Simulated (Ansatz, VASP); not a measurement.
# MgCdS4 in VASP and in Ansatz

```
Mg Cd S
1.0
     4.60833    0.00000    0.00000
     0.00000    4.60833    0.00000
     0.00000    0.00000    9.56858
Mg Cd S
1 1 4
Direct
  0.50000 0.50000 0.50000
  0.00000 0.00000 0.00000
  0.50000 0.00000 0.00000
  0.00000 0.50000 0.00000
  0.00000 0.00000 0.38812
  0.00000 0.00000 0.61188
```

Change from the starting cell: species swapped into the AlTlF4 type (P4/mmm, No. 123).

Alike in both runs: functional PBE; k mesh 4 × 4 × 4; occupations gaussian, width 0.1 eV; no spin polarisation.

Ansatz relaxed the structure, and its values are those at the end. VASP's run is a single point on that final structure, the one shown.

|  | VASP | Ansatz |
| --- | --- | --- |
| version | VASP 6.6.1 | Ansatz 0.2.0 |
| potentials or method | VASP PAW PBE potentials, release 64 (Mg, Cd, S) | scalar-relativistic, plane waves, PAW |
| plane-wave cutoff (eV) | 520 | 420 |
| valence electrons in the cell | 38 | 54 |

Ansatz gave:

* gap on the k mesh at the Fermi level (eV): none
* pressure (GPa): 0.0
* rms of the force components (eV/Å): 0.011

Problem. Which values does VASP return?

Solution. gap on the k mesh at the Fermi level (eV): none; pressure (GPa): 0.1; rms of the force components (eV/Å): 0.045.

A gap of «none» marks a metal or a gap that the smearing closes. The two sets of potentials don't hold the same shells in valence.
